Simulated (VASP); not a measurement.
An input for Ansatz (written as the equivalent of a VASP run, and not itself run):

Ansatz 0.2 input:
```yaml
crystal:
  lattice:
    - [0.0000000, 2.3238868, 2.3238868]
    - [2.3238868, 0.0000000, 2.3238868]
    - [2.3238868, 2.3238868, 0.0000000]
  atoms:
    - { symbol: Pd, position: [0.0000000, 0.0000000, 0.0000000] }
    - { symbol: C, position: [0.2500000, 0.2500000, 0.2500000] }
kpoints:
  mp_grid: { grid: [12, 12, 12] }
hamiltonian:
  xc: pbesol
  pseudopotentials: { kind: paw }
scf:
  occupations: { method: methfessel_paxton, width: 0.1 }
  max_iter: 100
relax:
  max_steps: 60
  f_tol: 0.01
  cell: {}
output: { forces: true, stress: true, eigenvalues: true }
```

Q: Translate this input to VASP (INCAR, KPOINTS, POSCAR, choice of POTCAR).

A: This is not unique; one that fits is 
### POSCAR
```
PdC
1
    0.0000000000     2.3238868076     2.3238868076
    2.3238868076    -0.0000000000     2.3238868076
    2.3238868076     2.3238868076    -0.0000000000
Pd C
1 1
Direct
  0.0000000000   0.0000000000   0.0000000000
  0.2500000000   0.2500000000   0.2500000000
```

File KPOINTS:
```
Automatic mesh
0
Gamma
12 12 12
0 0 0
```

**INCAR**
```
ALGO = Normal
EDIFF = 1E-6
EDIFFG = -0.01
ENCUT = 520
GGA = PS
IBRION = 2
ISIF = 3
ISMEAR = 1
LASPH = T
LCHARG = F
LMAXMIX = 4
LREAL = F
LWAVE = F
NELM = 100
NSW = 60
PREC = Accurate
SIGMA = 0.1
SYSTEM = PdC
```

POTCAR, in this order: Pd C (PBE.64 set). Program: vasp_std.

Limits of the translation: each code has its own PAW files, so the cut-off isn't converted (ENCUT is set for VASP's; basis.ecutwfc is left out, and Ansatz then takes the one that its files recommend); Ansatz stops its SCF on the density residual and VASP on the energy change (EDIFF).

The structure was generated: PdC was put into the zinc blende type (F-43m), which need not be its known phase. It was relaxed first, which changed the volume by -18 %. The start is the result of an earlier pass.
